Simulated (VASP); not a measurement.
OSZICAR of a VASP run on Y (hcp):

File OSZICAR:
```
       N       E                     dE             d eps       ncg     rms          rms(c)
DAV:   1     0.895524332720E+02    0.89552E+02   -0.11837E+04  2280   0.140E+03
DAV:   2    -0.573051317675E+01   -0.95283E+02   -0.94321E+02  2834   0.289E+02
DAV:   3    -0.130793445345E+02   -0.73488E+01   -0.73009E+01  4365   0.487E+01
DAV:   4    -0.131990710781E+02   -0.11973E+00   -0.11970E+00  2561   0.720E+00
DAV:   5    -0.132019281756E+02   -0.28571E-02   -0.28571E-02  3302   0.837E-01    0.343E+01
DAV:   6    -0.128966279672E+02    0.30530E+00   -0.41640E-01  2308   0.473E+00    0.212E+01
DAV:   7    -0.128541621660E+02    0.42466E-01   -0.82353E-01  2976   0.612E+00    0.180E+00
DAV:   8    -0.128439745393E+02    0.10188E-01   -0.16945E-01  2763   0.270E+00    0.105E+00
DAV:   9    -0.128430562562E+02    0.91828E-03   -0.43592E-03  3166   0.476E-01    0.405E-01
DAV:  10    -0.128431906342E+02   -0.13438E-03   -0.17159E-03  2462   0.432E-01    0.279E-01
DAV:  11    -0.128431459805E+02    0.44654E-04   -0.12014E-04  3157   0.110E-01    0.261E-02
DAV:  12    -0.128431421436E+02    0.38369E-05   -0.22594E-05  2657   0.478E-02    0.226E-02
DAV:  13    -0.128431437347E+02   -0.15912E-05   -0.60007E-06  2672   0.257E-02    0.172E-03
DAV:  14    -0.128431439305E+02   -0.19576E-06   -0.20878E-07  2778   0.313E-03    0.217E-03
DAV:  15    -0.128431438455E+02    0.84948E-07   -0.27627E-08  1630   0.169E-03
   1 F= -.13546423E+02 E0= -.13545209E+02  d E =-.135464E+02
       N       E                     dE             d eps       ncg     rms          rms(c)
DAV:   1    -0.128458730907E+02   -0.27292E-02   -0.12928E-01  2280   0.292E+00    0.253E-01
DAV:   2    -0.128444149863E+02    0.14581E-02   -0.37597E-03  2455   0.439E-01    0.148E-01
DAV:   3    -0.128437984361E+02    0.61655E-03   -0.16074E-03  2910   0.303E-01    0.102E-01
DAV:   4    -0.128438046895E+02   -0.62534E-05   -0.49317E-05  2784   0.526E-02    0.339E-02
DAV:   5    -0.128437965189E+02    0.81706E-05   -0.24033E-05  2987   0.381E-02    0.436E-03
DAV:   6    -0.128437966053E+02   -0.86439E-07   -0.83890E-07  2833   0.667E-03
   2 F= -.13547048E+02 E0= -.13545927E+02  d E =-.624691E-03
       N       E                     dE             d eps       ncg     rms          rms(c)
DAV:   1    -0.128455867327E+02   -0.17902E-02   -0.97772E-02  2280   0.254E+00    0.220E-01
DAV:   2    -0.128444758048E+02    0.11109E-02   -0.28513E-03  2455   0.382E-01    0.130E-01
DAV:   3    -0.128440065041E+02    0.46930E-03   -0.12272E-03  2910   0.264E-01    0.894E-02
DAV:   4    -0.128440111159E+02   -0.46118E-05   -0.37431E-05  2728   0.459E-02    0.297E-02
DAV:   5    -0.128440049236E+02    0.61923E-05   -0.18004E-05  3008   0.328E-02    0.377E-03
DAV:   6    -0.128440049950E+02   -0.71431E-07   -0.62350E-07  2798   0.576E-03
   3 F= -.13547235E+02 E0= -.13546228E+02  d E =-.812253E-03
```

**Question.** Which electronic solver shows in the log?

**Answer.** It is blocked Davidson (ALGO = Normal, or the opening steps of other solvers). The INCAR had ALGO = Normal.

**Question.** Can the final energy be trusted as converged?

**Answer.** The run converged. It stopped with EDIFF = 1E-7, NELM = 100, NSW = 30 and EDIFFG = -0.01 after 3 ionic steps (PBE GGA with D3 dispersion (Becke-Johnson damping), plane waves, VASP's PBE PAW potentials (set 64)).

The compound is Y in the hcp structure. This run relaxes it. Symmetry was kept, so distortions that lower it aren't found.
